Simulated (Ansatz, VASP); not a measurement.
## One calculation of BiB, two programs

```
B Bi
1.0
     3.86558    0.00000    0.00000
    -1.93279    3.34769    0.00000
     0.00000    0.00000    6.37545
B Bi
2 2
Cartesian
  0.0000 2.2318 0.0016
  1.9328 1.1159 3.1893
  0.0000 2.2318 2.3892
  1.9328 1.1159 5.5770
```

The cell was built by a generator and needn't be a form met in nature.

Alike in both runs: task single point; functional PBE; k mesh 12 × 12 × 4; occupations fermi-dirac, width 0.02 eV; no spin polarisation.

|  | VASP | Ansatz |
| --- | --- | --- |
| version | VASP 6.6.1 | Ansatz 0.2.0 |
| potentials or method | VASP PAW PBE potentials, release 64 (B, Bi_d) | plane waves, PAW |
| plane-wave cutoff (eV) | 520 | 420 |
| valence electrons in the cell | 36 | 36 |

Ansatz gave:

- pressure (GPa): 1.3
- largest component of the traceless stress (GPa): 0.11

Which values does VASP return?

Pressure (GPa): 1.2; largest component of the traceless stress (GPa): 0.11.

The functional is the same, so the differences come from potentials, cutoffs and numerics.
